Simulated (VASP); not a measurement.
Here is the system:

```xyz
3
Lattice="0.0000 3.4977 3.4977 3.4977 0.0000 3.4977 3.4977 3.4977 0.0000" Properties=species:S:1:pos:R:3 pbc="T T T"
Sr     0.0000     0.0000     0.0000
Cl     1.7489     1.7489     1.7489
Cl     5.2466     5.2466     5.2466
```

All values below come from r2SCAN meta-GGA, VASP's PBE PAW potentials (set 64) (plane waves; VASP). Numerical set-up: 480 eV cut-off, 5×5×5 Γ-centred mesh, Gaussian smearing of 0.050 eV, potentials Sr_sv Cl.

### Question
Predict the energy per atom (σ→0).

### Answer

The energy per atom (σ→0) comes out as -11898 meV/atom.

Total energies compare only between runs with the same potentials, cut-off and functional.

The compound is SrCl2 in the fluorite structure. It was relaxed first. The start is the result of an earlier pass.
